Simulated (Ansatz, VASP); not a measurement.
## Si17Mo12S24O34 (amorphous SiO2 against MoS2, 7.3 A): VASP beside Ansatz

Wanted: the spread between two codes on one cell, functional and k mesh. Of the first pair: The structure shown is the start of the Ansatz relaxation below; VASP solves that cell, so the two are compared at the walk's first step.

Method: plane waves, with VASP 6.6.1 beside it; single point at PBE with D3(BJ), in Ansatz 0.2.0.

## (1) Set-up

The cell holds 87 atoms: 12 Mo, 24 S, 17 Si and 34 O. Cell: a = 9.540 Å, b = 11.016 Å, c = 14.338 Å, α = 90.0°, β = 90.0°, γ = 90.0°. It derives from MoS2 (one layer of 2H-MoS2 (a = 3.18 A), 3 x 2 rectangular cells). A slab of one layer of 2H-MoS2 (a = 3.18 A), 3 x 2 rectangular cells. 51 atoms (17 Si, 34 O) packed at random between the slab and its periodic image at 2.2 g/cm^3 (a layer of 7.3 A) and pushed apart as soft spheres. Langevin MD at fixed cell with the MACE-MP-0b2 small potential (Batatia et al., arXiv:2401.00096), steps of 1.5 fs: 0.63 ps at 3200 K with the crystal held, 3200 to 900 K in 1.8 ps with the crystal held, 900 to 300 K in 0.9 ps with its inner planes held; soft walls kept the melt off the sheet. Then all atoms and the cell's height relaxed. The structure's axis is c.

## (2) Ansatz: relaxation, PBE with D3(BJ)

Ansatz runs on its default PAW (the set named soft_2) files.

The two programs are compared at the cell with which this relaxation starts, whose forces are those of its first step.

The input, input.yaml:

```yaml
crystal:
  lattice:
    - [9.54, 0.0, 0.0]
    - [0.0, 11.01584, 0.0]
    - [0.0, 0.0, 14.33773]
  atoms:
    - { symbol: Mo, position: [0.99806, 0.9991, 0.16288] }
    - { symbol: S, position: [0.16361, 0.07987, 0.27427] }
    - { symbol: S, position: [0.1672, 0.08367, 0.05737] }
    - { symbol: Mo, position: [0.16552, 0.24855, 0.16734] }
    - { symbol: S, position: [0.99837, 0.33271, 0.27541] }
    - { symbol: S, position: [0.99972, 0.3317, 0.05798] }
    - { symbol: Mo, position: [0.99997, 0.49855, 0.1654] }
    - { symbol: S, position: [0.16606, 0.58284, 0.27341] }
    - { symbol: S, position: [0.1673, 0.5791, 0.05587] }
    - { symbol: Mo, position: [0.16702, 0.74766, 0.1628] }
    - { symbol: S, position: [0.99714, 0.83105, 0.26931] }
    - { symbol: S, position: [0.00246, 0.83141, 0.04898] }
    - { symbol: Mo, position: [0.33215, 0.99774, 0.16603] }
    - { symbol: S, position: [0.49938, 0.08069, 0.27451] }
    - { symbol: S, position: [0.4968, 0.0832, 0.0563] }
    - { symbol: Mo, position: [0.49808, 0.24796, 0.16637] }
    - { symbol: S, position: [0.33236, 0.3317, 0.27529] }
    - { symbol: S, position: [0.33145, 0.33167, 0.05756] }
    - { symbol: Mo, position: [0.33211, 0.49811, 0.16629] }
    - { symbol: S, position: [0.49977, 0.58319, 0.27436] }
    - { symbol: S, position: [0.49655, 0.57984, 0.05702] }
    - { symbol: Mo, position: [0.49664, 0.74827, 0.16363] }
    - { symbol: S, position: [0.33123, 0.83008, 0.27397] }
    - { symbol: S, position: [0.33256, 0.83315, 0.05505] }
    - { symbol: Mo, position: [0.6651, 0.00033, 0.16375] }
    - { symbol: S, position: [0.83265, 0.08038, 0.27351] }
    - { symbol: S, position: [0.83111, 0.08434, 0.05552] }
    - { symbol: Mo, position: [0.83261, 0.24788, 0.16612] }
    - { symbol: S, position: [0.66598, 0.33194, 0.2737] }
    - { symbol: S, position: [0.66478, 0.33103, 0.0577] }
    - { symbol: Mo, position: [0.66506, 0.49869, 0.16463] }
    - { symbol: S, position: [0.83171, 0.58526, 0.27029] }
    - { symbol: S, position: [0.83343, 0.57792, 0.05574] }
    - { symbol: Mo, position: [0.83204, 0.74862, 0.15917] }
    - { symbol: S, position: [0.66722, 0.83114, 0.26955] }
    - { symbol: S, position: [0.66022, 0.83538, 0.05028] }
    - { symbol: Si, position: [0.99217, 0.82915, 0.89009] }
    - { symbol: Si, position: [0.16056, 0.60949, 0.59363] }
    - { symbol: Si, position: [0.533, 0.37777, 0.57144] }
    - { symbol: Si, position: [0.74236, 0.03729, 0.62259] }
    - { symbol: Si, position: [0.93793, 0.30567, 0.79628] }
    - { symbol: Si, position: [0.35592, 0.19002, 0.74458] }
    - { symbol: Si, position: [0.66083, 0.58661, 0.78935] }
    - { symbol: Si, position: [0.4485, 0.00948, 0.57811] }
    - { symbol: Si, position: [0.68986, 0.57255, 0.48855] }
    - { symbol: Si, position: [0.67602, 0.82184, 0.89563] }
    - { symbol: Si, position: [0.65293, 0.2478, 0.74478] }
    - { symbol: Si, position: [0.47159, 0.6366, 0.61501] }
    - { symbol: Si, position: [0.23988, 0.32849, 0.58758] }
    - { symbol: Si, position: [0.10582, 0.07607, 0.80811] }
    - { symbol: Si, position: [0.59476, 0.84666, 0.70731] }
    - { symbol: Si, position: [0.01046, 0.16541, 0.62311] }
    - { symbol: Si, position: [0.98066, 0.57828, 0.78024] }
    - { symbol: O, position: [0.0586, 0.73167, 0.55602] }
    - { symbol: O, position: [0.62667, 0.43492, 0.48519] }
    - { symbol: O, position: [0.99675, 0.44095, 0.82556] }
    - { symbol: O, position: [0.71291, 0.10948, 0.71967] }
    - { symbol: O, position: [0.1277, 0.22286, 0.5523] }
    - { symbol: O, position: [0.77042, 0.30038, 0.81609] }
    - { symbol: O, position: [0.26879, 0.11435, 0.82296] }
    - { symbol: O, position: [0.61041, 0.0494, 0.54913] }
    - { symbol: O, position: [0.95571, 0.283, 0.68334] }
    - { symbol: O, position: [0.81895, 0.59438, 0.74429] }
    - { symbol: O, position: [0.31278, 0.67964, 0.61595] }
    - { symbol: O, position: [0.57456, 0.88509, 0.81704] }
    - { symbol: O, position: [0.84178, 0.60663, 0.46897] }
    - { symbol: O, position: [0.39331, 0.3064, 0.53487] }
    - { symbol: O, position: [0.5013, 0.2282, 0.79357] }
    - { symbol: O, position: [0.47442, 0.49319, 0.62932] }
    - { symbol: O, position: [0.88327, 0.08968, 0.57155] }
    - { symbol: O, position: [0.26702, 0.30471, 0.70094] }
    - { symbol: O, position: [0.01073, 0.18841, 0.84977] }
    - { symbol: O, position: [0.63849, 0.30268, 0.6381] }
    - { symbol: O, position: [0.08911, 0.93897, 0.85264] }
    - { symbol: O, position: [0.74117, 0.89224, 0.65865] }
    - { symbol: O, position: [0.56695, 0.66812, 0.52236] }
    - { symbol: O, position: [0.18567, 0.46443, 0.56561] }
    - { symbol: O, position: [0.57309, 0.69221, 0.70583] }
    - { symbol: O, position: [0.01729, 0.69158, 0.85461] }
    - { symbol: O, position: [0.38301, 0.10421, 0.65339] }
    - { symbol: O, position: [0.83186, 0.87542, 0.87411] }
    - { symbol: O, position: [0.46331, 0.88195, 0.64195] }
    - { symbol: O, position: [0.08908, 0.59585, 0.69703] }
    - { symbol: O, position: [0.07461, 0.06444, 0.69623] }
    - { symbol: O, position: [0.57434, 0.46978, 0.79767] }
    - { symbol: O, position: [0.66642, 0.67754, 0.88042] }
    - { symbol: O, position: [0.1216, 0.66192, 0.48244] }
kpoints:
  mp_grid: { grid: [1, 1, 1] }
hamiltonian:
  xc: pbe
  dispersion: d3bj
scf:
  occupations: { method: fermi_dirac, width: 0.025 }
output:
  forces: true
relax:
  f_tol: 0.08
  max_steps: 90
  cell: { fix: [a, b, alpha, beta, gamma] }
```

On the command line:

```bash
> ansatz run input.yaml --threads 4 --pin off --max-ram 8192MiB --backend cpu --events-out ev --progress --plain --runs-dir out
```

Numbers of over 12 decimals in the logs are rounded to 6 here.

What it wrote:

```text
Engine: ansatz 0.2.0, aarch64-unknown-linux-gnu
Pseudopotentials: kind: paw
Pseudopotential: Mo, paw, valence charge 14, recommended cutoff 420 eV (normal), Mo.paw.azcp
Pseudopotential: S, paw, valence charge 6, recommended cutoff 420 eV (normal), S.paw.azcp
Pseudopotential: Si, paw, valence charge 4, recommended cutoff 420 eV (normal), Si.paw.azcp
Pseudopotential: O, paw, valence charge 6, recommended cutoff 420 eV (normal), O.paw.azcp
Functional definition: PBE
  parameter kappa = 0.804
  parameter beta = 0.066725
  exchange = pbe_x(kappa = kappa, mu = beta*pi^2/3)
  correlation = pbe_c(beta = beta)
Crystal: 87 atoms, lattice volume = 1506.768 Å³
Basis set: ecut = 420 eV, 29425 PW (Γ), exchange–correlation on 128×150×192 points (8 copies of the dense FFT grid, shifted against one another)
Bands: 379, of which v1, the nominal top of the filled ones, is band 292 counted from 1 (291 counted from 0)
Symmetry: 1 space group operations
Space group: P1 (ITA 1), of the structure as read, at distance tolerance 1.1e-4 Å
k-points: 1
Non-local potential: Mo, projectors of the file, l = 0: 3, l = 1: 2, l = 2: 2, l = 3: 1
Non-local potential: S, projectors of the file, l = 0: 2, l = 1: 2, l = 2: 2
Non-local potential: Si, projectors of the file, l = 0: 2, l = 1: 2, l = 2: 2
Non-local potential: O, projectors of the file, l = 0: 2, l = 1: 2, l = 2: 1
PAW form: soft (Blöchl's): semilocal exchange-correlation on the pseudo side does not see the compensation charge
PAW one-centre angular grid: Mo, 590 points (default); XC on 64 Gauss nodes
PAW one-centre angular grid: S, 110 points (default); XC on 64 Gauss nodes
PAW one-centre angular grid: Si, 110 points (default); XC on 64 Gauss nodes
PAW one-centre angular grid: O, 110 points (default); XC on 64 Gauss nodes
Initial density: superposition of atomic densities (neutral atoms: chi_scale 0, normalization atom), corrected by the library's trained network
Initial wavefunctions: pseudopotential atomic-orbital guess
Functional: x = pbe(κ = 0.804, μ = 0.219515), c = pbe(β = 0.066725)
SCF iter   1: F=—  HF=-111310.248280 eV  |F-HF|=—  |Δ(HF+E_count)|=         —  Δρ=1.21e-2  dr2=7.29e0  ethr=1.77e-3  ⟨swp⟩=7.0  Hψ=1712  notcnv=0  defer=38
preconditioner: auto → Resta (q_TF=auto, 2.330 Å⁻¹)  ε∞=4.4  [insulator: Δε(μ)=0.705 eV  Ē_g=11.440 eV  σ=0.025 eV  W_gap=1.00  n_scr=328 (ndim 8)  ℏωp=21.1 eV  f_vac=0.199  D(μ)=0.00/eV (n_scr^D=0)  ε∞_Penn≈4.4]
SCF iter   2: F=—  HF=-111311.498500 eV  |F-HF|=—  |Δ(HF+E_count)|=    1.25e0  Δρ=3.26e-2  dr2=4.48e1  ethr=1.25e-3  ⟨swp⟩=3.0  Hψ=691  notcnv=0  defer=55  recentre
preconditioner: auto → LDOS  [metal: Δε(μ)=0.034 eV  Ē_g=11.349 eV  σ=0.025 eV  W_gap=0.32  n_scr=328 (ndim 8)  ℏωp=21.1 eV  f_vac=0.198  D(μ)=36.61/eV (n_scr^D=228)  β→1.0]
SCF iter   3: F=—  HF=-111309.849680 eV  |F-HF|=—  |Δ(HF+E_count)|=    1.65e0  Δρ=1.05e-2  dr2=5.74e0  ethr=1.25e-3  ⟨swp⟩=2.0  Hψ=680  notcnv=0  defer=43
SCF iter   4: F=—  HF=-111309.632132 eV  |F-HF|=—  |Δ(HF+E_count)|=   2.18e-1  Δρ=1.11e-2  dr2=6.38e0  ethr=9.84e-4  ⟨swp⟩=2.0  Hψ=437  notcnv=0  defer=49
SCF iter   5: F=—  HF=-111309.506021 eV  |F-HF|=—  |Δ(HF+E_count)|=   1.26e-1  Δρ=1.05e-2  dr2=5.62e0  ethr=9.84e-4  ⟨swp⟩=2.0  Hψ=315  notcnv=0  defer=49
SCF iter   6: F=—  HF=-111309.527834 eV  |F-HF|=—  |Δ(HF+E_count)|=   2.18e-2  Δρ=1.10e-2  dr2=6.18e0  ethr=9.62e-4  ⟨swp⟩=1.0  Hψ=436  notcnv=0  defer=50
SCF iter   7: F=—  HF=-111309.668973 eV  |F-HF|=—  |Δ(HF+E_count)|=   1.41e-1  Δρ=1.21e-2  dr2=7.66e0  ethr=9.62e-4  ⟨swp⟩=1.0  Hψ=311  notcnv=0  defer=50
SCF iter   8: F=—  HF=-111309.704821 eV  |F-HF|=—  |Δ(HF+E_count)|=   3.58e-2  Δρ=1.21e-2  dr2=7.74e0  ethr=9.62e-4  ⟨swp⟩=1.0  Hψ=311  notcnv=0  defer=50
SCF iter   9: F=—  HF=-111309.762453 eV  |F-HF|=—  |Δ(HF+E_count)|=   5.76e-2  Δρ=1.24e-2  dr2=8.00e0  ethr=9.62e-4  ⟨swp⟩=1.0  Hψ=436  notcnv=0  defer=55
SCF iter  10: F=—  HF=-111309.648882 eV  |F-HF|=—  |Δ(HF+E_count)|=   1.14e-1  Δρ=1.15e-2  dr2=6.15e0  ethr=9.62e-4  ⟨swp⟩=1.0  Hψ=311  notcnv=0  defer=55
SCF iter  11: F=—  HF=-111309.560240 eV  |F-HF|=—  |Δ(HF+E_count)|=   8.86e-2  Δρ=7.83e-3  dr2=1.81e0  ethr=9.62e-4  ⟨swp⟩=1.0  Hψ=311  notcnv=0  defer=55
SCF iter  12: F=—  HF=-111309.546012 eV  |F-HF|=—  |Δ(HF+E_count)|=   1.42e-2  Δρ=2.50e-2  dr2=1.78e1  ethr=3.09e-4  ⟨swp⟩=2.0  Hψ=557  notcnv=0  defer=67  recentre
SCF iter  13: F=—  HF=-111309.489870 eV  |F-HF|=—  |Δ(HF+E_count)|=   5.61e-2  Δρ=8.11e-3  dr2=3.20e0  ethr=3.09e-4  ⟨swp⟩=2.0  Hψ=464  notcnv=0  defer=62
SCF iter  14: F=—  HF=-111309.390246 eV  |F-HF|=—  |Δ(HF+E_count)|=   9.96e-2  Δρ=6.47e-3  dr2=1.21e0  ethr=3.09e-4  ⟨swp⟩=1.0  Hψ=317  notcnv=0  defer=62
SCF iter  15: F=—  HF=-111309.312392 eV  |F-HF|=—  |Δ(HF+E_count)|=   7.79e-2  Δρ=2.45e-3  dr2=4.72e-1  ethr=2.07e-4  ⟨swp⟩=1.0  Hψ=436  notcnv=0  defer=62
[...]
atom  70  O     -0.00502045    -0.00359491    -0.00399400
  atom  71  O      0.00210776    -0.00564854     0.01065744
  atom  72  O     -0.00098948     0.00225145    -0.00194532
  atom  73  O      0.00506263     0.00391424    -0.00504510
  atom  74  O      0.00516492    -0.00412045    -0.00506734
  atom  75  O     -0.00379327     0.00022520     0.00292839
  atom  76  O     -0.01244090    -0.00426448    -0.00378680
  atom  77  O      0.01333356    -0.00240557    -0.00920496
  atom  78  O      0.00408813     0.00396923     0.00059793
  atom  79  O      0.00340294    -0.00433327    -0.00281743
  atom  80  O      0.00060490    -0.00530728    -0.00479153
  atom  81  O     -0.00106852     0.00274434    -0.00071599
  atom  82  O     -0.00847620     0.00914984    -0.01184813
  atom  83  O     -0.01638068    -0.01591202    -0.00366610
  atom  84  O     -0.00050839    -0.00074811     0.00376451
  atom  85  O      0.00172607     0.00293825     0.00291435
  atom  86  O      0.00722711     0.00600440     0.00061415
  atom  87  O      0.01167360     0.00156192    -0.00055112
  max |Σ_I F_I| component: 5.98e-5 eV/Å
--- Stress (GPa, compression-positive) ---
        0.085712      -0.506818      -0.602976
       -0.506819      -1.834626       0.180019
       -0.602977       0.180018      -0.005041
  P = ⅓ Tr σ = -0.5847 GPa (-5.847 kbar)
--- Relaxed structure (35 steps of the walk, 31 accepted, 2 SCFs on fresh bases) ---
  F+E_penalty+E_count = -111311.07510691 eV   max|allowed force component| = 2.125e-2 eV/Å   (the final SCF, on the basis selected at the relaxed cell)
  cell:  # Å, volume = 1388.5866 Å³
    - [9.54, 0, 0]
    - [0, 11.01584, 0]
    - [0, 0, 13.213169]
  atoms:
    - { symbol: Mo, position: [1.011114, 1.006874, 0.171430] }
    - { symbol: S, position: [0.176033, 0.088327, 0.292140] }
    - { symbol: S, position: [0.180162, 0.089282, 0.056494] }
    - { symbol: Mo, position: [0.179005, 0.255717, 0.173214] }
    - { symbol: S, position: [1.012631, 0.339619, 0.291457] }
    - { symbol: S, position: [1.014431, 0.338939, 0.054348] }
    - { symbol: Mo, position: [1.014655, 0.505461, 0.171484] }
    - { symbol: S, position: [0.179095, 0.587129, 0.292498] }
    - { symbol: S, position: [0.183367, 0.586833, 0.053797] }
    - { symbol: Mo, position: [0.182212, 0.752989, 0.173126] }
    - { symbol: S, position: [1.010568, 0.836874, 0.288964] }
    - { symbol: S, position: [0.014026, 0.833837, 0.057224] }
    - { symbol: Mo, position: [0.344859, 1.005889, 0.175280] }
    - { symbol: S, position: [0.509386, 0.091604, 0.294255] }
    - { symbol: S, position: [0.509186, 0.090880, 0.055059] }
    - { symbol: Mo, position: [0.510931, 0.256760, 0.172502] }
    - { symbol: S, position: [0.344104, 0.337646, 0.291491] }
    - { symbol: S, position: [0.344967, 0.339745, 0.054383] }
    - { symbol: Mo, position: [0.344361, 0.504357, 0.174542] }
    - { symbol: S, position: [0.514287, 0.589316, 0.291377] }
    - { symbol: S, position: [0.509855, 0.589439, 0.060139] }
    - { symbol: Mo, position: [0.508179, 0.758701, 0.177051] }
    - { symbol: S, position: [0.342978, 0.840692, 0.296034] }
    - { symbol: S, position: [0.346340, 0.839371, 0.056374] }
    - { symbol: Mo, position: [0.677836, 0.014479, 0.174559] }
    - { symbol: S, position: [0.848437, 0.091698, 0.291898] }
    - { symbol: S, position: [0.844848, 0.092516, 0.054144] }
    - { symbol: Mo, position: [0.846691, 0.257045, 0.171811] }
    - { symbol: S, position: [0.680663, 0.336908, 0.289326] }
    - { symbol: S, position: [0.677868, 0.340140, 0.054221] }
    - { symbol: Mo, position: [0.682076, 0.505876, 0.173328] }
    - { symbol: S, position: [0.851097, 0.587144, 0.290161] }
    - { symbol: S, position: [0.846939, 0.584170, 0.053832] }
    - { symbol: Mo, position: [0.845103, 0.751071, 0.171078] }
    - { symbol: S, position: [0.681688, 0.842839, 0.289817] }
    - { symbol: S, position: [0.671018, 0.847541, 0.063663] }
    - { symbol: Si, position: [0.988768, 0.827131, 0.886850] }
    - { symbol: Si, position: [0.133147, 0.595099, 0.577400] }
    - { symbol: Si, position: [0.537986, 0.383450, 0.566712] }
    - { symbol: Si, position: [0.747368, 0.018771, 0.603617] }
    - { symbol: Si, position: [0.945852, 0.297561, 0.788471] }
    - { symbol: Si, position: [0.371057, 0.175947, 0.735856] }
    - { symbol: Si, position: [0.627409, 0.585516, 0.814350] }
    - { symbol: Si, position: [0.444521, 0.00201069, 0.540122] }
    - { symbol: Si, position: [0.601731, 0.607043, 0.456270] }
    - { symbol: Si, position: [0.676009, 0.838679, 0.897049] }
    - { symbol: Si, position: [0.665561, 0.230839, 0.735322] }
    - { symbol: Si, position: [0.425859, 0.617609, 0.634681] }
    - { symbol: Si, position: [0.244669, 0.318077, 0.575207] }
    - { symbol: Si, position: [0.120306, 0.069654, 0.805530] }
    - { symbol: Si, position: [0.578630, 0.841893, 0.696412] }
    - { symbol: Si, position: [0.019356, 0.149481, 0.604436] }
    - { symbol: Si, position: [0.949761, 0.570240, 0.772692] }
    - { symbol: O, position: [0.033362, 0.623848, 0.470109] }
    - { symbol: O, position: [0.620565, 0.461206, 0.479231] }
    - { symbol: O, position: [1.001288, 0.435907, 0.815879] }
    - { symbol: O, position: [0.727769, 0.096266, 0.708995] }
    - { symbol: O, position: [0.138851, 0.209751, 0.530037] }
    - { symbol: O, position: [0.777670, 0.293614, 0.812932] }
    - { symbol: O, position: [0.285289, 0.099215, 0.822643] }
    - { symbol: O, position: [0.620662, 0.033507, 0.523006] }
    - { symbol: O, position: [0.959765, 0.267907, 0.667257] }
    - { symbol: O, position: [0.780175, 0.564468, 0.762251] }
    - { symbol: O, position: [0.266142, 0.638532, 0.661952] }
    - { symbol: O, position: [0.568405, 0.895509, 0.815175] }
    - { symbol: O, position: [0.726276, 0.695019, 0.443358] }
    - { symbol: O, position: [0.401077, 0.313261, 0.519678] }
    - { symbol: O, position: [0.514557, 0.220781, 0.791478] }
    - { symbol: O, position: [0.479158, 0.479296, 0.650415] }
    - { symbol: O, position: [0.894660, 0.067891, 0.551455] }
    - { symbol: O, position: [0.269650, 0.288242, 0.696977] }
    - { symbol: O, position: [0.025447, 0.184331, 0.848801] }
    - { symbol: O, position: [0.649935, 0.298454, 0.625058] }
    - { symbol: O, position: [0.096543, 0.932626, 0.855094] }
    - { symbol: O, position: [0.733595, 0.876391, 0.650286] }
    - { symbol: O, position: [0.465139, 0.655429, 0.518664] }
    - { symbol: O, position: [0.179481, 0.450594, 0.557299] }
    - { symbol: O, position: [0.547735, 0.687955, 0.714725] }
    - { symbol: O, position: [-0.00169674, 0.688235, 0.849259] }
    - { symbol: O, position: [0.407634, 0.099728, 0.635666] }
    - { symbol: O, position: [0.833926, 0.887766, 0.876434] }
    - { symbol: O, position: [0.452953, 0.877491, 0.623029] }
    - { symbol: O, position: [0.00774185, 0.600151, 0.663229] }
    - { symbol: O, position: [0.088165, 0.053701, 0.685505] }
    - { symbol: O, position: [0.528137, 0.487330, 0.855005] }
    - { symbol: O, position: [0.664660, 0.694834, 0.896235] }
    - { symbol: O, position: [0.165050, 0.702630, 0.490726] }
```

(Continued in part 2 of 3.)

[Lines on the potential files, build, host, timing and source positions are cut from VASP's logs without a mark.]

[Logs are printed without paths, hosts, clocks, repeated set-up lines and the standing remarks that a program may print on its own settings, such as how far it seeks lower states.]

[Hosts, paths, dates, database ids (printed as entryN), source tags and the programs' standing remarks are cut or masked in the printed files.]
